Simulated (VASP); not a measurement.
Given:

```
CELL_PARAMETERS angstrom
      0.00000     3.34849     3.34849
      3.34849     0.00000     3.34849
      3.34849     3.34849     0.00000
ATOMIC_POSITIONS crystal
  Sr 0.00000 0.00000 0.00000
  Te 0.50000 0.50000 0.50000
```

The numbers are results of MS2 meta-GGA, VASP's PBE PAW potentials (set 64) (plane waves; VASP 6.6.1), not measurements. Run with 520 eV cut-off, 8×8×8 Γ-centred mesh, tetrahedra with Blöchl corrections, potentials Sr_sv Te.

Unless said otherwise, spin-orbit coupling is left out, though it shifts the bands of the heavy elements here.

Problem. Give the energies of bands 6 to 11 at the high-symmetry points, in eV from the valence-band maximum.

Solution. 
```tsv
band	Γ	X	U	L	W
6	0.00	-1.98	-1.78	-2.74	-1.56
7	0.00	-0.74	-1.69	-1.04	-1.56
8	0.00	-0.74	-0.93	-1.04	-1.45
9	3.50	2.05	3.17	4.21	4.30
10	3.69	4.46	5.44	5.62	4.30
11	3.69	5.35	5.95	5.84	5.00
```

The gap is indirect, 2.05 eV, from the valence maximum at Γ to the conduction minimum at X.

The compound is SrTe in the rock salt structure. It was relaxed first.
